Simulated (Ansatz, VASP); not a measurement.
**ZrB2 (ZrB2 strained to the junction's net) in two plane-wave programs**

Aim: how closely do two programs agree when they are given the same cell, functional and k mesh? The structure shown is the end of the Ansatz relaxation below.

Method: plane waves, with VASP 6.6.1 beside it; single point at PBE, in Ansatz 0.2.0.

### Step 1. Set-up

Symmetry: P6/mmm, No. 191, hexagonal system. The conventional cell has a = 3.204 Å, b = 3.204 Å, c = 3.523 Å, α = 90.00°, β = 90.00°, γ = 120.00°. Nearest to Zr lie 12 B at 2.55 Å. Nearest to B lie 3 B at 1.85 Å and 6 Zr at 2.55 Å. Farther neighbours are not listed.

### Step 2. Ansatz: relaxation, PBE

Ansatz runs on its default PAW (the set named soft_2) files.

This run makes the geometry at which the two programs are then compared.

The input, input.yaml:

```yaml
crystal:
  lattice:
    - [3.204, 0.0, 0.0]
    - [-1.602, 2.7747453937, 0.0]
    - [0.0, 0.0, 3.531245283]
  atoms:
    - { symbol: Zr, position: [0.0, 0.0, 0.0] }
    - { symbol: B, position: [0.3333333333, 0.6666666667, 0.5] }
    - { symbol: B, position: [0.6666666667, 0.3333333333, 0.5] }
kpoints:
  mp_grid: { grid: [12, 12, 9] }
scf:
  occupations: { method: fermi_dirac, width: 0.1 }
  max_iter: 150
hamiltonian:
  xc: pbe
relax:
  f_tol: 0.01
  max_steps: 40
  cell: { fix: [a, b, angles] }
```

Launch:

```
ansatz run input.yaml --threads 4 --pin off --max-ram 10240MiB --backend cpu --events-out ev --progress --plain --runs-dir out
```

Numbers of over 12 decimals in the logs are rounded to 6 here.

What it wrote:

```text
Engine: ansatz 0.2.0, aarch64-unknown-linux-gnu
Pseudopotentials: kind: paw
Pseudopotential: Zr, paw, valence charge 12, recommended cutoff 420 eV (normal), Zr.paw.azcp
Pseudopotential: B, paw, valence charge 3, recommended cutoff 420 eV (normal), B.paw.azcp
Functional definition: PBE
  parameter kappa = 0.804
  parameter beta = 0.066725
  exchange = pbe_x(kappa = kappa, mu = beta*pi^2/3)
  correlation = pbe_c(beta = beta)
Crystal: 3 atoms, lattice volume = 31.394 Å³
Basis set: ecut = 420 eV, 599 PW (Γ), exchange–correlation on 48×48×48 points (8 copies of the dense FFT grid, shifted against one another)
Bands: 13, of which v1, the nominal top of the filled ones, is band 9 counted from 1 (8 counted from 0)
Symmetry: 24 space group operations
Space group: P6/mmm (ITA 191), of the structure as read, at distance tolerance 3.2e-5 Å
k-points: 95 of 1296
Non-local potential: Zr, projectors of the file, l = 0: 3, l = 1: 2, l = 2: 2, l = 3: 2
Non-local potential: B, projectors of the file, l = 0: 2, l = 1: 2, l = 2: 1
PAW form: soft (Blöchl's): semilocal exchange-correlation on the pseudo side does not see the compensation charge
PAW one-centre angular grid: Zr, 590 points (default); XC on 64 Gauss nodes
PAW one-centre angular grid: B, 110 points (default); XC on 64 Gauss nodes
Initial density: superposition of atomic densities (neutral atoms: chi_scale 0, normalization atom), corrected by the library's trained network
Initial wavefunctions: pseudopotential atomic-orbital guess
Functional: x = pbe(κ = 0.804, μ = 0.219515), c = pbe(β = 0.066725)
SCF iter   1: F=—  HF=-4498.716455 eV  |F-HF|=—  |Δ(HF+E_count)|=         —  Δρ=1.64e-3  dr2=7.56e-4  ethr=1.77e-3  ⟨swp⟩=4.8  Hψ=5975  notcnv=0
preconditioner: auto → none  [metal: Δε(μ)=0.181 eV  Ē_g=8.719 eV  σ=0.100 eV  W_gap=0.42  n_scr=8 (ndim 8)  ℏωp=21.0 eV  f_vac=0.000  D(μ)=0.24/eV (n_scr^D=0)  sad-step TF]
SCF iter   2: F=—  HF=-4498.716364 eV  |F-HF|=—  |Δ(HF+E_count)|=   9.13e-5  Δρ=8.79e-4  dr2=2.26e-4  ethr=4.20e-6  ⟨swp⟩=2.4  Hψ=2669  notcnv=0
SCF iter   3: F=—  HF=-4498.716381 eV  |F-HF|=—  |Δ(HF+E_count)|=   1.68e-5  Δρ=3.10e-4  dr2=3.53e-5  ethr=1.26e-6  ⟨swp⟩=2.0  Hψ=1709  notcnv=0
SCF iter   4: F=—  HF=-4498.716380 eV  |F-HF|=—  |Δ(HF+E_count)|=   3.52e-7  Δρ=9.24e-5  dr2=1.80e-6  ethr=1.96e-7  ⟨swp⟩=2.9  Hψ=2101  notcnv=0
SCF iter   5: F=—  HF=-4498.716380 eV  |F-HF|=—  |Δ(HF+E_count)|=   3.44e-7  Δρ=2.12e-5  dr2=1.00e-7  ethr=9.98e-9  ⟨swp⟩=2.8  Hψ=2085  notcnv=0
SCF iter   6: F=-4498.716380 eV  HF=-4498.716380 eV  |F-HF|=1.61e-9  |Δ(HF+E_count)|=   2.43e-8  Δρ=2.68e-6  dr2=2.04e-9  ethr=5.56e-10  ⟨swp⟩=4.0  Hψ=3766  notcnv=0
SCF 1 converged in 6 iterations: F = -4498.716380 eV  dr2 = 2.04e-9
  greatest PAW one-centre occupation: 0.996 electrons in one spin orbital (limit 2), on the Zr atom at site 0 (counted from 0), in its partial waves of l = 0
relax step   1: F+E_penalty+E_count = -4498.71637980 eV  Δ(F+E_penalty+E_count) = +0.000e0 eV  max|allowed force component| = 1.850e-17 eV/Å  Δτ_max = 0.0000 Å  P = -4.221 GPa  Ω = 31.394 Å³  fix = [a, b, alpha, beta, gamma]  reactions: a -5.858, b -5.858 GPa  (6 SCF iters, dr2 threshold 1.00e-7 eV, accepted)
[...]
relax step   2: F+E_penalty+E_count = -4498.71655721 eV  Δ(F+E_penalty+E_count) = -1.774e-4 eV  max|allowed force component| = 7.012e-31 eV/Å  Δτ_max = 0.0000 Å  P = -3.268 GPa  Ω = 31.255 Å³  energy of the carried Pulay correction = +1.719e-4 eV  fix = [a, b, alpha, beta, gamma]  reactions: a -5.371, b -5.371 GPa  (4 SCF iters, dr2 threshold 3.00e-7 eV, accepted)
[...]
relax step   3: F+E_penalty+E_count = -4498.71667284 eV  Δ(F+E_penalty+E_count) = -1.156e-4 eV  max|allowed force component| = 1.419e-16 eV/Å  Δτ_max = 0.0000 Å  P = -3.744 GPa  Ω = 31.324 Å³  energy of the carried Pulay correction = +8.616e-5 eV  fix = [a, b, alpha, beta, gamma]  reactions: a -5.615, b -5.615 GPa  (3 SCF iters, dr2 threshold 3.00e-7 eV, accepted)
[...]
relax step   4: F+E_penalty+E_count = -4498.71658520 eV  Δ(F+E_penalty+E_count) = +8.764e-5 eV  max|allowed force component| = 1.789e-16 eV/Å  Δτ_max = 0.0000 Å  P = -3.749 GPa  Ω = 31.324 Å³  fix = [a, b, alpha, beta, gamma]  reactions: a -5.618, b -5.618 GPa  stress off target by 1.11e-2 GPa on what of the cell is left free  SCF on the basis re-selected at this cell (its energy is not comparable with the rows above)  (5 SCF iters)
basis re-selected at this cell: Δ(F+E_penalty+E_count) = +8.764e-5 eV, ΔP = -0.004 GPa vs the last step (what re-selecting the basis moved, of the pressure what is left beyond the Pulay correction that the steps carried, after the strain that the cell walked since its last selection, with what the two solves' SCF thresholds leave and, on support functions, any second-order correction that the steps lacked; it is no m [...]
SCF converged after 5 iterations
Free energy (F): -4498.716585 eV
Harris-Foulkes:  -4498.716585 eV  (|F-HF|=9.09e-13)
Internal energy: -4498.708213 eV  (E = F + TS)
E sigma→0 (E₀):  -4498.712399 eV
Entropy (-TS):   -0.008372 eV (-2.791 meV/atom)
Fermi energy:    15.522225 eV
--- Per-component energies (eV) ---
  E_band       = -30.652565
  E_kinetic    = 433.382854
  E_local      = -565.639456  (includes V_loc(G=0)·N_el)
  E_nonlocal   = 100.396502
  E_hartree    = 178.487142
  E_xc         = -228.376904
  E_vxc        = -270.589172  (∫ρ·V_xc dr)
  E_paw        = -3110.792746  (= ΣΔE_a)
  E_vpaw       = -85.177615  (= ΣTr[D̂ρ^β])
  E_aug_tail   = 0.000016  (compensation charges beyond the density's cutoff)
  E_ewald      = -1306.165622
  E_smearing   = -0.008372  (= −TS)
  E_closure    = -0.000000  (closes the sum)
  Σ components = -4498.716585   (vs F -4498.716585, Δ=0.00e0)
--- Forces (eV/Å), atoms counted from 1 ---
  atom   1  Zr     0.00000000     0.00000000     0.00000000
  atom   2  B      0.00000000    -0.00000000    -0.00000000
  atom   3  B      0.00000000     0.00000000     0.00000000
  max |Σ_I F_I| component: 3.70e-17 eV/Å
--- Stress (GPa, compression-positive) ---
       -5.617836       0.000000      -0.000000
        0.000000      -5.617836      -0.000000
       -0.000000      -0.000000      -0.011122
  P = ⅓ Tr σ = -3.7489 GPa (-37.489 kbar)
--- Relaxed structure (3 steps of the walk, 3 accepted, 1 SCFs on fresh bases) ---
  F+E_penalty+E_count = -4498.71658520 eV   max|allowed force component| = 1.789e-16 eV/Å   (the final SCF, on the basis selected at the relaxed cell)
  cell:  # Å, volume = 31.3241 Å³
    - [3.204000, 0, 0.0]
    - [-1.602000, 2.774745, 0.0]
    - [0.0, 0.0, 3.523406]
  atoms:
    - { symbol: Zr, position: [0, 0, 0.0] }
    - { symbol: B, position: [0.333333, 0.666667, 0.500000] }
    - { symbol: B, position: [0.666667, 0.333333, 0.500000] }
```

Reading the cycles: dr2 is the Hartree energy of the density residual (eV), the measure of convergence; HF is the Harris–Foulkes estimate of the energy, which meets the free energy F at convergence.

### Step 3. VASP: single point, PBE

The same cell, functional, mesh and smearing now go to VASP, with its own data sets.

Lines of VASP's logs that name or quote its potential files are left out, and so is its time.

The input, INCAR:

```
SYSTEM = ZrB2
PREC = Accurate
ENCUT = 500
EDIFF = 1E-06
NELM = 120
ISMEAR = -1
SIGMA = 0.1
LREAL = .FALSE.
ALGO = Normal
GGA = PE
NBANDS = 15
LASPH = .TRUE.
LORBIT = 11
LWAVE = .FALSE.
LCHARG = .FALSE.
ISIF = 2
GGA_COMPAT = .FALSE.
```

The input, POSCAR:

```
ZrB2
1.0
    3.2040000000      0.0000000000      0.0000000000
   -1.6020000000      2.7747453937      0.0000000000
    0.0000000000      0.0000000000      3.5234062626
Zr B
1 2
Direct
    0.0000000000      0.0000000000      0.0000000000
    0.3333333333      0.6666666667      0.5000000000
    0.6666666667      0.3333333333      0.5000000000
```

The input, KPOINTS:

```
Automatic mesh
0
Gamma
12 12 9
0 0 0
```

Potentials, in the order of the species: Zr_sv and B (PBE family, release 64).

Launch:

```
mpirun -np 1 vasp_std
```

What it wrote:

```text
[banner, memory and clock lines left out]
running    1 mpi-ranks, on    1 nodes
 distrk:  each k-point on    1 cores,    1 groups
 distr:  one band on    1 cores,    1 groups

 POSCAR found type information on POSCAR ZrB
 POSCAR found :  2 types and       3 ions
 LDA part: xc-table for (Slater+PW92), standard interpolation
 POSCAR, INCAR and KPOINTS ok, starting setup
 FFT: planning ... GRIDC
 FFT: planning ... GRID_SOFT
 FFT: planning ... GRID
 WAVECAR not read
 entering main loop
       N       E                     dE             d eps       ncg     rms          rms(c)
DAV:   1     0.101499844303E+03    0.10150E+03   -0.95487E+03  2850   0.116E+03
DAV:   2    -0.231890286270E+02   -0.12469E+03   -0.11970E+03  3550   0.299E+02
DAV:   3    -0.275061923455E+02   -0.43172E+01   -0.42927E+01  4601   0.483E+01
DAV:   4    -0.275727045824E+02   -0.66512E-01   -0.66507E-01  3322   0.565E+00
DAV:   5    -0.275738718868E+02   -0.11673E-02   -0.11673E-02  4418   0.570E-01    0.209E+01
DAV:   6    -0.250145989134E+02    0.25593E+01   -0.61653E+00  3495   0.168E+01    0.835E+00
DAV:   7    -0.249754061498E+02    0.39193E-01   -0.70397E-01  4197   0.527E+00    0.298E+00
DAV:   8    -0.249779822239E+02   -0.25761E-02   -0.92731E-02  3478   0.260E+00    0.528E-01
DAV:   9    -0.249740298680E+02    0.39524E-02   -0.19714E-02  3635   0.107E+00    0.180E-01
DAV:  10    -0.249738565496E+02    0.17332E-03   -0.11733E-03  3381   0.318E-01    0.396E-02
DAV:  11    -0.249738661570E+02   -0.96074E-05   -0.51792E-05  4032   0.702E-02    0.108E-02
DAV:  12    -0.249738649811E+02    0.11760E-05   -0.26408E-06  3091   0.117E-02    0.383E-03
DAV:  13    -0.249738649779E+02    0.31750E-08   -0.29325E-07  1670   0.508E-03
   1 F= -.24973865E+02 E0= -.24969681E+02  d E =-.836881E-02
```

Parts of OUTCAR (step 3):

```text
ion  position               nearest neighbor table
   1  0.000  0.000  0.000-   2 2.55   3 2.55   2 2.55   3 2.55   2 2.55   2 2.55   3 2.55   3 2.55
                             3 2.55   3 2.55   2 2.55   2 2.55
   2  0.333  0.667  0.500-   3 1.85   3 1.85   3 1.85   1 2.55   1 2.55   1 2.55   1 2.55   1 2.55
                             1 2.55
   3  0.667  0.333  0.500-   2 1.85   2 1.85   2 1.85   1 2.55   1 2.55   1 2.55   1 2.55   1 2.55
                             1 2.55

  LATTYP: Found a hexagonal cell.
 ALAT       =     3.2040000000
 C/A-ratio  =     1.0996898448

 Subroutine GETGRP returns: Found 24 space group operations
 (whereof 24 operations were pure point group operations)

The static configuration has the point symmetry D_6h.

 Found     95 irreducible k-points:

   k-points           NKPTS =     95   k-points in BZ     NKDIM =     95   number of bands    NBANDS=     15

   dimension x,y,z NGX =    24 NGY =   24 NGZ =   28
   dimension x,y,z NGXF=    48 NGYF=   48 NGZF=   56

   ENCUT  =  500.0 eV  36.75 Ry    6.06 a.u.   5.84  5.84  6.42*2*pi/ulx,y,z

   NELECT =      18.0000    total number of electrons

 k-points in reciprocal lattice and weights: Automatic mesh
   0.00000000  0.00000000  0.00000000       0.001
   0.08333333  0.00000000  0.00000000       0.005
   0.16666667  0.00000000  0.00000000       0.005
   0.25000000 -0.00000000  0.00000000       0.005
   0.33333333  0.00000000  0.00000000       0.005
   0.41666667 -0.00000000  0.00000000       0.005
   0.50000000 -0.00000000  0.00000000       0.002
   0.08333333  0.08333333  0.00000000       0.005
   0.16666667  0.08333333  0.00000000       0.009
[...]
0.33333333  0.25000000  0.44444444       0.019
   0.33333333  0.33333333  0.44444444       0.003

 average (electrostatic) potential at core
       1 -73.1025       2 -22.3273       3 -22.3273

 E-fermi :  10.3525

 k-point     1 :       0.0000    0.0000    0.0000
  band No.  band energies     occupation
    ...
      5      -2.3021      2.00000
      6       7.6395      2.00000
      7       7.6395      2.00000
      8       7.8200      2.00000
      9       8.0725      2.00000
     10      13.6323      0.00000
     11      13.6323      0.00000
     12      14.5127      0.00000
     13      14.5127      0.00000
     14      14.8669      0.00000
    ...

 k-point     2 :       0.0833    0.0000    0.0000
  band No.  band energies     occupation
    ...
      5      -2.1659      2.00000
      6       7.2360      2.00000
      7       7.6436      2.00000
      8       7.9224      2.00000
      9       7.9433      2.00000
     10      13.5500      0.00000
     11      13.6687      0.00000
     12      13.8553      0.00000
     13      13.9685      0.00000
     14      15.4611      0.00000
    ...

 k-point     3 :       0.1667    0.0000    0.0000
  band No.  band energies     occupation
    ...
      5      -1.7723      2.00000
      6       6.2826      2.00000
      7       7.5687      2.00000
      8       7.6271      2.00000
      9       8.2183      2.00000
     10      12.7386      0.00000
     11      13.3366      0.00000
     12      13.6034      0.00000
     13      14.2026      0.00000
     14      16.3186      0.00000
    ...

  Total       -1.0716422     -1.0716422      0.0371230      0.0000000      0.0000000     -0.0000000
  in kB      -54.8128049    -54.8128049      1.8987823      0.0000000      0.0000000     -0.0000000
  external PRESSURE =     -35.9089425 kB  Pullay stress =       0.0000000 kB

  energy-cutoff  :      500.00
  volume of cell :       31.32
      direct lattice vectors                 reciprocal lattice vectors
     3.204000000  0.000000000  0.000000000     0.312109863  0.180196713  0.000000000
    -1.602000000  2.774745394  0.000000000     0.000000000  0.360393426  0.000000000
     0.000000000  0.000000000  3.523406263     0.000000000  0.000000000  0.283816263

 POSITION                                       TOTAL-FORCE (eV/Angst)
 -----------------------------------------------------------------------------------
      0.00000      0.00000      0.00000         0.000000      0.000000      0.000000
     -0.00000      1.84983      1.76170         0.000000     -0.000000      0.000000
      1.60200      0.92492      1.76170        -0.000000      0.000000      0.000000
 -----------------------------------------------------------------------------------
    total drift:                               -0.000000      0.000000     -0.000000

  FREE ENERGIE OF THE ION-ELECTRON SYSTEM (eV)
  ---------------------------------------------------
  free  energy   TOTEN  =       -24.9738649779 eV

  energy  without entropy=      -24.9654961682  energy(sigma->0) =      -24.96968057

 total charge
# of ion       s       p       d       tot
------------------------------------------
    1        2.164   6.026   1.749   9.939
    2        0.659   1.218   0.000   1.877
    3        0.659   1.218   0.000   1.877
--------------------------------------------------
tot          3.481   8.463   1.749  13.693

[... 3 further parts left out ...]
```

The run ends at a pressure of -3.59 GPa.

### Step 4. Side by side

Known differences besides the potentials themselves: the cutoff is 420 eV in Ansatz and 500 eV in VASP; Ansatz's pressure holds a Pulay correction, VASP's none. Total energies have different zeros and are not compared.

The two programs side by side:

```
      quantity  Ansatz   VASP  difference
pressure (GPa)   -3.75  -3.59       -0.16
```

### Step 5. Summary of results

```
difference in pressure (single point, PBE) : -0.16 GPa
```

The difference in pressure is -0.16 GPa (single point, PBE), within the 1 GPa picked in this series as the mark of a large difference. How closely two codes agree says nothing of how well the functional describes the real material.

[Lines on the potential files, build, host, timing and source positions are cut from VASP's logs without a mark.]

[Logs are printed without paths, hosts, clocks, repeated set-up lines and the standing remarks that a program may print on its own settings, such as how far it seeks lower states.]

[Hosts, paths, dates, database ids (printed as entryN), source tags and the programs' standing remarks are cut or masked in the printed files.]
